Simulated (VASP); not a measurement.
# SnC2: structure and properties in VASP, part 5 of 5

What structure does SnC2 take at this level, and what are its properties? The cell is invented: it takes the structure of COD entry 1522125, SrC2 (space group 139 there), with some of its atoms replaced by other elements, volume scaled by an estimate. It may not be a known or stable phase.

VASP 6.6.1, plane waves and PAW; the level of theory is named at each step.

So far, gap on the k-mesh (eV): step 2 (rough relaxation of the start cell) 1.02; step 3 (relaxing cell and atoms (BEEF-vdW)) 1.07; step 6 (density of states (BEEF-vdW)) 1.15.

## (8) A semilocal run for the hybrid's start (continued)

Level of this step: PBE; plane waves and PAW (Sn_d, C); invented cell (VASP).

From OUTCAR (step 8):

```text
   k-points           NKPTS =     18   k-points in BZ     NKDIM =     18   number of bands    NBANDS=     17

   NELECT =      22.0000    total number of electrons

 E-fermi :   4.5157

 k-point     1 :       0.0000    0.0000    0.0000
  band No.  band energies     occupation
    ...
      7      -2.7727      2.00000
      8      -0.0540      2.00000
      9       1.3486      2.00000
     10       1.3486      2.00000
     11       4.1621      2.00000
     12       7.3708      0.00000
     13       7.3708      0.00000
     14       7.4170      0.00000
     15       8.7583      0.00000
     16       8.7583      0.00000
    ...

  Total       -0.4538342     -0.4538342     -0.2816336      0.0000000      0.0000000      0.0000000
  in kB      -12.9575417    -12.9575417     -8.0409959      0.0000000      0.0000000      0.0000000
  external PRESSURE =     -11.3186931 kB  Pullay stress =       0.0000000 kB

 POSITION                                       TOTAL-FORCE (eV/Angst)
 -----------------------------------------------------------------------------------
      0.00000      0.00000      0.00000        -0.000000     -0.000000     -0.000000
      0.00000      0.00000      2.68548        -0.000000     -0.000000     -0.233145
      0.00000      0.00000      3.95528         0.000000      0.000000      0.233145
 -----------------------------------------------------------------------------------
    total drift:                               -0.000000     -0.000000      0.000000

  FREE ENERGIE OF THE ION-ELECTRON SYSTEM (eV)
  ---------------------------------------------------
  free  energy   TOTEN  =       -18.1796163945 eV

  energy  without entropy=      -18.1796163945  energy(sigma->0) =      -18.17961639

[... 6 parts as in an earlier step ...]

[... 10 further parts left out ...]
```

Numbers from this step:

- SCF cycles: 13
- irreducible k-points: 18
- free energy (TOTEN): -18.18 eV
- Fermi energy: 4.516 eV
- pressure: -1.132 GPa
- valence top at k: -0.2, 0.2, 0.2
- conduction bottom at k: 0.4, 0, 0
- least direct gap at k: -0.2, 0.2, 0.2
- gap on the k-mesh: 1.403 eV
- least direct gap on the k-mesh: 1.762 eV

Force by atom:

| atom | x (eV/Å) | y (eV/Å) | z (eV/Å) | size |
| --- | --- | --- | --- | --- |
| Sn1 | 0.000 | 0.000 | 0.000 | 0.000 |
| C2 | 0.000 | 0.000 | -0.233 | 0.233 |
| C3 | 0.000 | 0.000 | 0.233 | 0.233 |

The run ends at a pressure of -1.13 GPa, with forces up to 0.23 eV/Å.

## (9) Bands along the symmetry lines (HSE06)

This step: HSE06; plane waves and PAW (Sn_d, C); invented cell (VASP 6.6.1).

HSE06 mixes in a quarter of exact exchange at short range, at far higher cost; in semiconductors this cures much of the gap error, while metals seldom gain.

Contents of INCAR:

```
SYSTEM = SnC2
PREC = Accurate
ENCUT = 520
EDIFF = 1E-06
NELM = 100
ISMEAR = 0
SIGMA = 0.05
LREAL = .FALSE.
ALGO = Normal
LHFCALC = .TRUE.
AEXX = 0.25
GGA = PE
HFSCREEN = 0.2
LASPH = .TRUE.
NBANDS = 17
PRECFOCK = Fast
LORBIT = 11
LWAVE = .FALSE.
LCHARG = .FALSE.
```

Contents of POSCAR:

```
SnC2
1.0
   -2.0555048587      2.0555048587      3.3203830307
    2.0555048587     -2.0555048587      3.3203830307
    2.0555048587      2.0555048587     -3.3203830307
Sn C
1 2
Direct
    0.0000000000      0.0000000000      0.0000000000
    0.4043934983      0.4043934983      0.0000000000
    0.5956065017      0.5956065017      0.0000000000
```

Contents of KPOINTS:

```
Automatic mesh
0
Gamma
5 5 5
0 0 0
```

Contents of KPOINTS_OPT:

```
Line mode
6
Line-mode
Reciprocal
  0.00000000   0.00000000   0.00000000 GAMMA
  0.00000000   0.00000000   0.50000000 X

  0.00000000   0.00000000   0.50000000 X
 -0.19161551   0.19161551   0.50000000 Y

 -0.19161551   0.19161551   0.50000000 Y
 -0.34580775   0.34580775   0.34580775 S

 -0.34580775   0.34580775   0.34580775 S
  0.00000000   0.00000000   0.00000000 GAMMA

  0.00000000   0.00000000   0.00000000 GAMMA
  0.50000000   0.50000000  -0.50000000 Z

  0.50000000   0.50000000  -0.50000000 Z
  0.34580775   0.65419225  -0.34580775 S1

  0.34580775   0.65419225  -0.34580775 S1
  0.00000000   0.50000000   0.00000000 N

  0.00000000   0.50000000   0.00000000 N
  0.25000000   0.25000000   0.25000000 P

  0.25000000   0.25000000   0.25000000 P
  0.50000000   0.50000000  -0.19161551 Y1

  0.50000000   0.50000000  -0.19161551 Y1
  0.50000000   0.50000000  -0.50000000 Z

  0.00000000   0.00000000   0.50000000 X
  0.25000000   0.25000000   0.25000000 P
```

Potentials, in the order of the species: Sn_d and C (PBE family, release 64).

The WAVECAR or CHGCAR of an earlier step is read.

Started as:

```console
> mpirun -np 1 vasp_std
```

Output:

```text
[banner, memory and clock lines left out]
running    1 mpi-ranks, on    1 nodes
[...]
LDA part: xc-table for (Slater+PW92), standard interpolation
 found WAVECAR, reading the header
 POSCAR, INCAR and KPOINTS ok, starting setup
[...]
reading WAVECAR
 the WAVECAR file was read successfully
 initial charge from wavefunction
 entering main loop
       N       E                     dE             d eps       ncg     rms          rms(c)
DAV:   1    -0.212409979528E+02   -0.21241E+02   -0.62928E-01   637   0.660E+00    0.680E-01
DAV:   2    -0.212477528855E+02   -0.67549E-02   -0.33103E-02   705   0.119E+00    0.458E-01
 hard stop encountered!  aborting job ...
|                                                                             |
|           W    W    AA    RRRRR   N    N  II  N    N   GGGG   !!!           |
|           W    W   A  A   R    R  NN   N  II  NN   N  G    G  !!!           |
|           W    W  A    A  R    R  N N  N  II  N N  N  G       !!!           |
|           W WW W  AAAAAA  RRRRR   N  N N  II  N  N N  G  GGG   !            |
|           WW  WW  A    A  R   R   N   NN  II  N   NN  G    G                |
|           W    W  A    A  R    R  N    N  II  N    N   GGGG   !!!           |
|                                                                             |
|     The electronic self-consistency was not achieved in the given           |
|     number of steps (NELM). The forces and other quantities evaluated       |
|     might not be reliable so examine the results carefully. If you find     |
|     spurious results, we suggest increasing NELM, if you were close to      |
|     convergence or switching to a different ALGO or adjusting the           |
|     density mixing parameters otherwise.                                    |
|                                                                             |

 soft stop encountered!  aborting job ...
```

Run time: 4.1 min. Hardware: 1 MPI rank of AMD EPYC 7R43, shared host.

The run was stopped at its time limit, by a STOPCAR file.

More ranks or a longer limit would be the way on.

## (10) Outcome

```yaml
relaxed_volume: 18.71 Å³/atom
relaxed_conventional_cell_a_b_c: 4.111, 4.111, 6.641 Å
space_group_after_relaxing_within_0p02_a: I4/mmm (No. 139)
band_gap: 1.03 eV, indirect (least direct gap of that run 1.73 eV)
gap_among_the_points_of_the_dos_mesh_alone_an_upper_bound: 1.15 eV
elastic_stability: unstable
highest_zone_centre_mode: 1808 cm⁻¹
imaginary_zone_centre_modes: 3, down to 112i cm⁻¹
```

In words: With BEEF-vdW, SnC2 relaxes to 18.71 Å³/atom in space group I4/mmm (held by the symmetry of the run) and has an indirect gap of 1.03 eV. Not obtained: bands along the symmetry lines (HSE06), because the run hit its time limit. Bands along the symmetry lines (BEEF-vdW): The path shows an indirect gap of 1.03 eV (valence top between S and Γ, conduction bottom at N). The least direct gap is 1.73 eV. Elastic tensor by finite strains (BEEF-vdW): The highest mode in this list at Γ, 1808.0 cm⁻¹, is mostly motion of C (100 % of the kinetic energy). 3 modes are imaginary, down to 111.8i cm⁻¹: the energy falls along them. Spin-orbit coupling is left out, and with elements this heavy it would split and shift bands near the edges, and it can change the kind of a small gap. Imaginary modes at Γ mean that the cell would distort to a lower symmetry. The elastic tensor has a negative eigenvalue, so the cell is unstable against a strain. No search among competing phases was made. All values are for a static lattice at zero temperature.

[Lines on the potential files, build, host, timing and source positions are cut from VASP's logs without a mark.]

[Logs are printed without paths, hosts, clocks, repeated set-up lines and the standing remarks that a program may print on its own settings, such as how far it seeks lower states.]

[Hosts, paths, dates, database ids (printed as entryN), source tags and the programs' standing remarks are cut or masked in the printed files.]

[A measured line is paired with the nearest computed mode of its activity, which favours agreement.]
